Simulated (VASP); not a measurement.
Write the native input for VASP 6.6.1 that does the following.

```
Task                   : relaxation of cell and atoms
Functional             : PBE
Potentials or basis    : VASP PAW PBE potentials, release 64 (Ti_sv, Fe)
Cutoff                 : 600 eV
k mesh                 : 7 × 7 × 7
Occupations            : methfessel-paxton, width 0.2 eV
Spin                   : collinear spin, ferromagnetic start
Starting moments       : [1.0, 3.0, 3.0, 3.0, 3.0] μB
Further INCAR settings : ALGO = Normal; EDIFF = 1e-06; IBRION = 2; EDIFFG = -0.01; NSW = 40; ISIF = 3
```

The structure of TiFe4 lies in POSCAR:

```
TiFe4
1.0
    3.8784535200      0.0000000000      0.0000000000
    0.0000000000      3.8784535200      0.0000000000
    0.0000000000      0.0000000000      3.8784535200
Ti Fe
1 4
Direct
    0.0000000000      0.0000000000      0.0000000000
    0.5000000000      0.0000000000      0.0000000000
    0.0000000000      0.5000000000      0.0000000000
    0.0000000000      0.0000000000      0.5000000000
    0.5000000000      0.5000000000      0.5000000000
```

The cell was built by a generator and needn't be a form met in nature.

These files were run (other wordings do the same):

INCAR

```
SYSTEM = TiFe4
PREC = Accurate
ENCUT = 600
EDIFF = 1E-6
ISMEAR = 1
SIGMA = 0.2
LREAL = .False.
LASPH = .True.
NELM = 120
ALGO = Normal
ISIF = 3
LWAVE = .False.
LCHARG = .False.
ISPIN = 2
MAGMOM = 1 3 3 3 3
LORBIT = 11
LMAXMIX = 4
GGA = PE
IBRION = 2
NSW = 40
EDIFFG = -0.01
```

KPOINTS

```
regular mesh
0
Gamma
  7 7 7
  0 0 0
```

Potentials or basis: VASP PAW PBE potentials, release 64 (Ti_sv, Fe).

Command:

```console
$ cat potpaw_PBE.64/Ti_sv/POTCAR potpaw_PBE.64/Fe/POTCAR > POTCAR
$ mpirun -np 1 vasp_std > vasp.out
```

It gave:

* Relaxed volume: 15.42 Å³/atom
* Relaxed cell: a = 4.257 Å, b = 4.257 Å, c = 4.257 Å, α = 90.00°, β = 90.00°, γ = 90.00°
* Space group after relaxing (to 0.05 Å): Pm-3m (No. 221)
* Energy gained by relaxing: 448.1 meV/atom
* Ionic steps: 5
* Pressure after relaxing: 0.0 GPa
* Band gap on the k mesh: none (metal or under the smearing width)
* Net moment: 8.21 μB per cell
* Site moments: Ti -0.62; Fe +1.94, +3.13 μB
* Valence electrons inside the program's atomic spheres: Ti 11.10; Fe 7.17, 6.55

Caveat: the volume moved by over 15 % at a fixed basis, so the end points are rough.

Wall time 9.6 min on 1 thread of AMD EPYC 7R13 Processor (Zen 3), on a shared host, peak memory 0.22 GiB.
